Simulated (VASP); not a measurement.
Here is a VASP 6.6.1 calculation.

File INCAR:

```
SYSTEM = MgCuGe
ALGO = Normal
EDIFF = 1E-7
ENCUT = 520
GGA = PE
ISIF = 2
ISMEAR = -1
LASPH = .TRUE.
LCHARG = .TRUE.
LELF = .TRUE.
LREAL = .FALSE.
LVHAR = .TRUE.
LWAVE = .FALSE.
NBANDS = 36
NELM = 80
PREC = Accurate
SIGMA = 0.05
```

The input KPOINTS:

```
k-points
0
G
  7 7 4
  0 0 0
```

File POSCAR:

```
MgCuGe
1.0
    4.0053020000      0.0000000000      0.0000000000
    0.0000000000      4.0053020000      0.0000000000
    0.0000000000      0.0000000000      6.3947530000
Ge Cu Mg
2 2 2
Direct
    0.5000000000      0.0000000000      0.3220180000
    0.0000000000      0.5000000000      0.6779820000
    0.5000000000      0.0000000000      0.7019580000
    0.0000000000      0.5000000000      0.2980420000
    0.5000000000      0.5000000000      0.0000000000
    0.0000000000      0.0000000000      0.0000000000
```

Potentials or basis: VASP PAW PBE potentials, release 64 (Ge_d, Cu, Mg).

Command:

```console
$ cat potpaw_PBE.64/Ge_d/POTCAR potpaw_PBE.64/Cu/POTCAR potpaw_PBE.64/Mg/POTCAR > POTCAR
$ mpirun -np 1 vasp_std > vasp.out
```

**Question.** Estimate the band gap on the k mesh.

**Answer.** None (metal or under the smearing width).

**Question.** Predict the pressure.

**Answer.** 0.4 GPa.

**Question.** Estimate the largest force.

**Answer.** 0.078 eV/Å.

Forces on the atoms (eV/Å):
```
Ge   0.000  0.000  0.069
Ge   0.000  0.000 -0.069
Cu   0.000  0.000 -0.078
Cu   0.000  0.000  0.078
Mg   0.000  0.000  0.000
Mg   0.000  0.000  0.000
```
